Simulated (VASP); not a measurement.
Method: PBE GGA, VASP's PBE PAW potentials (set 64) (plane waves; VASP).

The input files of a VASP run:

File POSCAR:
```
Ga33As32
1.0
 11.5222104212   0.0000000000   0.0000000000
  0.0000000000  11.5222104212   0.0000000000
  0.0000000000   0.0000000000  11.5222104212
Ga As
33 32
direct
  0.5000000000   0.0000000000   0.0000000000
  0.7500000000   0.2500000000   0.0000000000
  0.7500000000   0.0000000000   0.2500000000
  0.0000000000   0.0000000000   0.0000000000
  0.2500000000   0.2500000000   0.0000000000
  0.5000000000   0.5000000000   0.0000000000
  0.7500000000   0.7500000000   0.0000000000
  0.2500000000   0.0000000000   0.2500000000
  0.4978500000   0.2461890000   0.2537800000
  0.7500000000   0.5000000000   0.2500000000
  0.5000000000   0.0000000000   0.5000000000
  0.7500000000   0.2500000000   0.5000000000
  0.7500000000   0.0000000000   0.7500000000
  0.0000000000   0.5000000000   0.0000000000
  0.2500000000   0.7500000000   0.0000000000
  0.0000000000   0.2500000000   0.2500000000
  0.2472500000   0.5019850000   0.2510400000
  0.5000000000   0.7500000000   0.2500000000
  0.0000000000   0.0000000000   0.5000000000
  0.2535140000   0.2492940000   0.5004610000
  0.4995300000   0.4975620000   0.5034130000
  0.7500000000   0.7500000000   0.5000000000
  0.2500000000   0.0000000000   0.7500000000
  0.5000000000   0.2500000000   0.7500000000
  0.7500000000   0.5000000000   0.7500000000
  0.0000000000   0.7500000000   0.2500000000
  0.0000000000   0.5000000000   0.5000000000
  0.2500000000   0.7500000000   0.5000000000
  0.0000000000   0.2500000000   0.7500000000
  0.2500000000   0.5000000000   0.7500000000
  0.5000000000   0.7500000000   0.7500000000
  0.0000000000   0.7500000000   0.7500000000
  0.3760840000   0.3774530000   0.3753870000
  0.6250000000   0.1250000000   0.1250000000
  0.8750000000   0.3750000000   0.1250000000
  0.8750000000   0.1250000000   0.3750000000
  0.1250000000   0.1250000000   0.1250000000
  0.3740060000   0.3735440000   0.1251170000
  0.6250000000   0.6250000000   0.1250000000
  0.8750000000   0.8750000000   0.1250000000
  0.3712470000   0.1208580000   0.3719240000
  0.6254130000   0.3791350000   0.3785160000
  0.8750000000   0.6250000000   0.3750000000
  0.6250000000   0.1250000000   0.6250000000
  0.8750000000   0.3750000000   0.6250000000
  0.8750000000   0.1250000000   0.8750000000
  0.1250000000   0.6250000000   0.1250000000
  0.3750000000   0.8750000000   0.1250000000
  0.1260410000   0.3729240000   0.3765470000
  0.3759360000   0.6266890000   0.3753570000
  0.6250000000   0.8750000000   0.3750000000
  0.1250000000   0.1250000000   0.6250000000
  0.3760740000   0.3791450000   0.6264650000
  0.6250000000   0.6250000000   0.6250000000
  0.8750000000   0.8750000000   0.6250000000
  0.3750000000   0.1250000000   0.8750000000
  0.6250000000   0.3750000000   0.8750000000
  0.8750000000   0.6250000000   0.8750000000
  0.1250000000   0.8750000000   0.3750000000
  0.1250000000   0.6250000000   0.6250000000
  0.3750000000   0.8750000000   0.6250000000
  0.1250000000   0.3750000000   0.8750000000
  0.3750000000   0.6250000000   0.8750000000
  0.6250000000   0.8750000000   0.8750000000
  0.1250000000   0.8750000000   0.8750000000
```

### INCAR
```
ALGO=Fast   ! Davidson, then RMM-DIIS
EDIFF=1E-5   ! SCF stop (eV)
LREAL=Auto
NELM=100
SYSTEM=Ga33As32
EDIFFG=-0.03   ! ionic stop
ISIF=2   ! forces and stress, cell fixed
GGA=PE   ! PBE
NSW=60   ! most ionic steps
ISMEAR=0
LMAXMIX=4   ! l cut-off of mixed one-centre charges
NELECT=258.0
NELMIN=4
ISYM=0
PREC=Normal
LWAVE=.True.
LASPH=.True.   ! aspherical one-centre terms
SIGMA=0.05   ! width (eV)
IBRION=2   ! conjugate gradients
LCHARG=.False.
ENCUT=400   ! plane-wave cut-off (eV)
```

**KPOINTS**
```
Automatic mesh
0
Gamma
  1 1 1
```

POTCAR, in this order: Ga As (PBE.64 set). Program: vasp_gam.

The run wrote:

### OSZICAR
```
...
RMM:   3    -0.263244609399E+03   -0.58490E-04   -0.73636E-04   342   0.477E-02    0.194E-02
RMM:   4    -0.263244611185E+03   -0.17861E-05   -0.94129E-05   308   0.181E-02
   8 F= -.26324461E+03 E0= -.26324438E+03  d E =-.337387E-01
       N       E                     dE             d eps       ncg     rms          rms(c)
DAV:   1    -0.263244664755E+03   -0.55356E-04   -0.49527E-03   376   0.130E-01    0.261E-02
RMM:   2    -0.263244689259E+03   -0.24504E-04   -0.32234E-04   324   0.326E-02    0.969E-03
RMM:   3    -0.263244694572E+03   -0.53127E-05   -0.59628E-05   258   0.135E-02    0.594E-03
RMM:   4    -0.263244694868E+03   -0.29659E-06   -0.78495E-06   186   0.516E-03
   9 F= -.26324469E+03 E0= -.26324446E+03  d E =-.338224E-01
       N       E                     dE             d eps       ncg     rms          rms(c)
DAV:   1    -0.263250690195E+03   -0.59956E-02   -0.23908E-01   344   0.909E-01    0.156E-01
RMM:   2    -0.263251792170E+03   -0.11020E-02   -0.13753E-02   324   0.211E-01    0.517E-02
RMM:   3    -0.263252028819E+03   -0.23665E-03   -0.24387E-03   344   0.876E-02    0.350E-02
RMM:   4    -0.263252033664E+03   -0.48449E-05   -0.32285E-04   327   0.338E-02    0.141E-02
RMM:   5    -0.263252040446E+03   -0.67824E-05   -0.81073E-05   297   0.164E-02
  10 F= -.26325204E+03 E0= -.26325178E+03  d E =-.734558E-02
       N       E                     dE             d eps       ncg     rms          rms(c)
DAV:   1    -0.263253040357E+03   -0.10067E-02   -0.15373E-01   352   0.729E-01    0.126E-01
RMM:   2    -0.263253775196E+03   -0.73484E-03   -0.90591E-03   324   0.172E-01    0.422E-02
RMM:   3    -0.263253934122E+03   -0.15893E-03   -0.16210E-03   345   0.714E-02    0.292E-02
RMM:   4    -0.263253937166E+03   -0.30437E-05   -0.21540E-04   326   0.276E-02    0.116E-02
RMM:   5    -0.263253941724E+03   -0.45579E-05   -0.53527E-05   244   0.135E-02
  11 F= -.26325394E+03 E0= -.26325366E+03  d E =-.924686E-02
       N       E                     dE             d eps       ncg     rms          rms(c)
DAV:   1    -0.263255916751E+03   -0.19796E-02   -0.18270E-01   324   0.786E-01    0.135E-01
RMM:   2    -0.263256856316E+03   -0.93956E-03   -0.11249E-02   324   0.189E-01    0.437E-02
RMM:   3    -0.263257064957E+03   -0.20864E-03   -0.20203E-03   346   0.782E-02    0.305E-02
RMM:   4    -0.263257071854E+03   -0.68968E-05   -0.25860E-04   329   0.297E-02    0.130E-02
RMM:   5    -0.263257076124E+03   -0.42702E-05   -0.59859E-05   263   0.144E-02
  12 F= -.26325708E+03 E0= -.26325677E+03  d E =-.313440E-02
       N       E                     dE             d eps       ncg     rms          rms(c)
DAV:   1    -0.263257189950E+03   -0.11810E-03   -0.13399E-02   368   0.213E-01    0.370E-02
RMM:   2    -0.263257264716E+03   -0.74766E-04   -0.87352E-04   324   0.528E-02    0.124E-02
RMM:   3    -0.263257281360E+03   -0.16644E-04   -0.15890E-04   304   0.221E-02    0.892E-03
RMM:   4    -0.263257281844E+03   -0.48321E-06   -0.20263E-05   207   0.846E-03
  13 F= -.26325728E+03 E0= -.26325697E+03  d E =-.334012E-02
       N       E                     dE             d eps       ncg     rms          rms(c)
DAV:   1    -0.263257836403E+03   -0.55504E-03   -0.54005E-02   324   0.426E-01    0.781E-02
RMM:   2    -0.263258132156E+03   -0.29575E-03   -0.35321E-03   324   0.104E-01    0.237E-02
RMM:   3    -0.263258190472E+03   -0.58316E-04   -0.58969E-04   339   0.425E-02    0.157E-02
RMM:   4    -0.263258193249E+03   -0.27767E-05   -0.86576E-05   280   0.167E-02
  14 F= -.26325819E+03 E0= -.26325788E+03  d E =-.911405E-03
       N       E                     dE             d eps       ncg     rms          rms(c)
DAV:   1    -0.263258214353E+03   -0.23881E-04   -0.26256E-03   368   0.942E-02    0.175E-02
RMM:   2    -0.263258230114E+03   -0.15762E-04   -0.18252E-04   323   0.239E-02    0.606E-03
RMM:   3    -0.263258233546E+03   -0.34321E-05   -0.32357E-05   217   0.101E-02    0.419E-03
RMM:   4    -0.263258233817E+03   -0.27013E-06   -0.49072E-06   168   0.397E-03
  15 F= -.26325823E+03 E0= -.26325792E+03  d E =-.951973E-03
       N       E                     dE             d eps       ncg     rms          rms(c)
DAV:   1    -0.263258595441E+03   -0.36190E-03   -0.20626E-02   324   0.270E-01    0.460E-02
RMM:   2    -0.263258674722E+03   -0.79280E-04   -0.10911E-03   324   0.602E-02    0.171E-02
RMM:   3    -0.263258693404E+03   -0.18682E-04   -0.20947E-04   344   0.253E-02    0.113E-02
RMM:   4    -0.263258693631E+03   -0.22686E-06   -0.23933E-05   211   0.949E-03
  16 F= -.26325869E+03 E0= -.26325838E+03  d E =-.459814E-03
       N       E                     dE             d eps       ncg     rms          rms(c)
DAV:   1    -0.263258721387E+03   -0.27983E-04   -0.36435E-03   376   0.113E-01    0.196E-02
RMM:   2    -0.263258735420E+03   -0.14033E-04   -0.19742E-04   324   0.256E-02    0.750E-03
RMM:   3    -0.263258738793E+03   -0.33731E-05   -0.37221E-05   221   0.109E-02    0.483E-03
RMM:   4    -0.263258739058E+03   -0.26465E-06   -0.58023E-06   188   0.429E-03
  17 F= -.26325874E+03 E0= -.26325843E+03  d E =-.505241E-03
       N       E                     dE             d eps       ncg     rms          rms(c)
DAV:   1    -0.263258977115E+03   -0.23832E-03   -0.19294E-02   324   0.259E-01    0.432E-02
RMM:   2    -0.263259052326E+03   -0.75211E-04   -0.94993E-04   324   0.564E-02    0.160E-02
RMM:   3    -0.263259069386E+03   -0.17060E-04   -0.17483E-04   326   0.235E-02    0.106E-02
RMM:   4    -0.263259069891E+03   -0.50502E-06   -0.21040E-05   209   0.893E-03
  18 F= -.26325907E+03 E0= -.26325876E+03  d E =-.330833E-03
       N       E                     dE             d eps       ncg     rms          rms(c)
DAV:   1    -0.263259074888E+03   -0.55021E-05   -0.18050E-03   376   0.793E-02    0.133E-02
RMM:   2    -0.263259082255E+03   -0.73673E-05   -0.92763E-05   312   0.176E-02    0.522E-03
RMM:   3    -0.263259083928E+03   -0.16730E-05   -0.16182E-05   190   0.749E-03    0.345E-03
RMM:   4    -0.263259084110E+03   -0.18207E-06   -0.26346E-06   125   0.297E-03
  19 F= -.26325908E+03 E0= -.26325877E+03  d E =-.345052E-03
       N       E                     dE             d eps       ncg     rms          rms(c)
DAV:   1    -0.263259131337E+03   -0.47409E-04   -0.19844E-02   324   0.258E-01    0.456E-02
RMM:   2    -0.263259223530E+03   -0.92193E-04   -0.10869E-03   324   0.587E-02    0.155E-02
RMM:   3    -0.263259242689E+03   -0.19159E-04   -0.18663E-04   322   0.240E-02    0.101E-02
RMM:   4    -0.263259243534E+03   -0.84480E-06   -0.22818E-05   207   0.919E-03
  20 F= -.26325924E+03 E0= -.26325893E+03  d E =-.159424E-03
       N       E                     dE             d eps       ncg     rms          rms(c)
DAV:   1    -0.263259261052E+03   -0.18363E-04   -0.12792E-03   344   0.657E-02    0.116E-02
RMM:   2    -0.263259266240E+03   -0.51876E-05   -0.64471E-05   266   0.143E-02    0.377E-03
RMM:   3    -0.263259266954E+03   -0.71416E-06   -0.86235E-06   173   0.551E-03    0.213E-03
RMM:   4    -0.263259266940E+03    0.14037E-07   -0.89822E-07    86   0.210E-03
  21 F= -.26325927E+03 E0= -.26325895E+03  d E =-.182830E-03
       N       E                     dE             d eps       ncg     rms          rms(c)
DAV:   1    -0.263259459831E+03   -0.19288E-03   -0.86256E-03   324   0.173E-01    0.325E-02
RMM:   2    -0.263259503485E+03   -0.43654E-04   -0.53461E-04   324   0.418E-02    0.104E-02
RMM:   3    -0.263259511829E+03   -0.83443E-05   -0.85933E-05   279   0.168E-02    0.627E-03
RMM:   4    -0.263259512449E+03   -0.61992E-06   -0.11078E-05   197   0.633E-03
  22 F= -.26325951E+03 E0= -.26325920E+03  d E =-.245509E-03
```

**OUTCAR**
```
------------------------ aborting loop because EDIFF is reached ----------------------------------------
  FORCE on cell =-STRESS in cart. coord.  units (eV):
  Direction    XX          YY          ZZ          XY          YZ          ZX
  --------------------------------------------------------------------------------------
  Total        2.6607354      2.6292340      2.6588141      0.0428618      0.0284439      0.1148354
  in kB        2.7867939      2.7538001      2.7847817      0.0448924      0.0297915      0.1202760
  external PRESSURE =       2.7751253 kB  Pullay stress =       0.0000000 kB
  volume of cell :     1529.70
      direct lattice vectors                 reciprocal lattice vectors
    11.522210421  0.000000000  0.000000000     0.086788903  0.000000000  0.000000000
     0.000000000 11.522210421  0.000000000     0.000000000  0.086788903  0.000000000
     0.000000000  0.000000000 11.522210421     0.000000000  0.000000000  0.086788903
  FREE ENERGIE OF THE ION-ELECTRON SYSTEM (eV)
  ---------------------------------------------------
  free  energy   TOTEN  =      -263.2595124492 eV

  energy  without entropy=     -263.2588893486  energy(sigma->0) =     -263.25920090

 reached required accuracy - stopping structural energy minimisation
```
(Selected blocks of OUTCAR.)

**CONTCAR**
```
Ga33As32
   1.00000000000000
    11.5222104212000005    0.0000000000000000    0.0000000000000000
     0.0000000000000000   11.5222104212000005    0.0000000000000000
     0.0000000000000000    0.0000000000000000   11.5222104212000005
  Ga              As
    33    32
Direct
     0.4987076595380800    0.9973745076616721    0.9977109575775074
     0.7525779325980553    0.2512411735751926    0.9976227879331961
     0.7526258053972318    0.9973393589376479    0.2516512586307754
     0.9995894370422693    0.9997203094606187    0.9998375525672073
     0.2483439925938822    0.2483074321156644    0.9993453172728165
     0.5013510592918341    0.5012630620084423    0.9994135448366476
     0.7500968790066570    0.7502086360038855    0.9999281941509525
     0.2484667250680900    0.9987673338652102    0.2488405465393373
     0.5089428988968845    0.2408052065351659    0.2411759024742913
     0.7508762766848179    0.5013642085686172    0.2487548854081758
     0.5013137439433906    0.9987985434589943    0.5016682189120409
     0.7508117432277551    0.2484576209389719    0.5017647702293406
     0.7500021002607155    0.9998539728637964    0.7502850391891690
     0.9972574950427582    0.4986369437220445    0.9975623601495176
     0.2513086889195720    0.7526763660505056    0.9974059649754236
     0.9990519655452806    0.2483071667858467    0.2486875467525767
     0.2404009496232645    0.5092566231902954    0.2406955052645368
     0.5016312150046920    0.7508381306709599    0.2485391820555235
     0.9975289450863747    0.9975846925418801    0.4990978325814356
     0.2410351690677259    0.2410466330872553    0.5088949773457758
     0.5096241078941778    0.5094012427758327    0.5099477601269520
     0.7528089583159028    0.7527615760433599    0.4988282628499642
     0.2513865244205616    0.9974321669308801    0.7527883897663630
     0.5014236072014395    0.2484961850320567    0.7512798691720334
     0.7526788531101811    0.4986992865879180    0.7528443511550351
     0.9972823008268920    0.7526491479699664    0.2515322364382021
     0.9989837918421898    0.5014251119800383    0.5017381104047728
     0.2483748561831409    0.7507328678573997    0.5017552448811069
     0.9973592522538393    0.2513209459834075    0.7528223796997225
     0.2485040799487364    0.5014171835374952    0.7513447265464100
     0.4986326659038321    0.7525620549764224    0.7529203466955137
     0.9997430317746324    0.7502357265672716    0.7503437720882881
     0.3753290903653245    0.3762658798693974    0.3750838114745481
     0.6317544155222614    0.1182820547043112    0.1186263474161091
     0.8750062454277241    0.3749193380861431    0.1253048622716832
     0.8749805725497516    0.1250927255010076    0.3752600742929860
     0.1244159723165897    0.1242506651432030    0.1246755322463837
     0.3748336834515116    0.3748716775121656    0.1238680065623930
     0.6255260617537777    0.6253653845504040    0.1245769530421984
     0.8749010219425816    0.8749742986759169    0.1245839181328961
     0.3749069747989231    0.1235715263556436    0.3751533054921279
     0.6263577730060743    0.3750448744546903    0.3752725420545608
     0.8749935076185141    0.6248247303799462    0.3751529898239026
     0.6252900234590799    0.1244491894221341    0.6256186552447972
     0.8749518310470735    0.3749510760973433    0.6250485078463348
     0.8748894345824574    0.1244233685619640    0.8750697840767748
     0.1180902209243128    0.6319245009962702    0.1182477051961469
     0.3749951119260002    0.8749072291805464    0.1252519669009703
     0.1234445778102208    0.3750621434708732    0.3750594736794879
     0.3750239773288287    0.6263799527830719    0.3751538280798393
     0.6248876425418567    0.8749079620537918    0.3751580761914475
     0.1184900451591274    0.1185298479509366    0.6319344198974373
     0.3749649338061058    0.3750830095900257    0.6265729350041315
     0.6320028351511857    0.6319932729313812    0.6321094974703502
     0.8750139510935729    0.8750957078897686    0.6257424650417466
     0.3750053268477615    0.1250768344343130    0.8752485958797792
     0.6248765562084829    0.3749886238649688    0.8752056382572564
     0.8749997842657686    0.6256040949737995    0.8751525413463314
     0.1249874363165035    0.8748982581765877    0.3752728741455108
     0.1244216198147076    0.6253854374424481    0.6257637065073837
     0.3749317904982179    0.8748315742741820    0.6250858342153827
     0.1250448978133979    0.3749553367524857    0.8752587780864278
     0.3750139185442039    0.6248057049281525    0.8752554907991311
     0.6254925954174854    0.8750412933709479    0.8751662240793500
     0.1243984591757671    0.8750390073364628    0.8750438645735981
```

The cell is charged, with a uniform compensating background. The supercell is sampled at Γ alone, which is coarse: total energies, pressure and levels can be off, energies of defects by several tenths of an eV.

The cell is a supercell with a defect, built from GaAs (zinc blende): Ga_i, charge +1. The run is not spin-polarised, so no state with unpaired spins was tried.
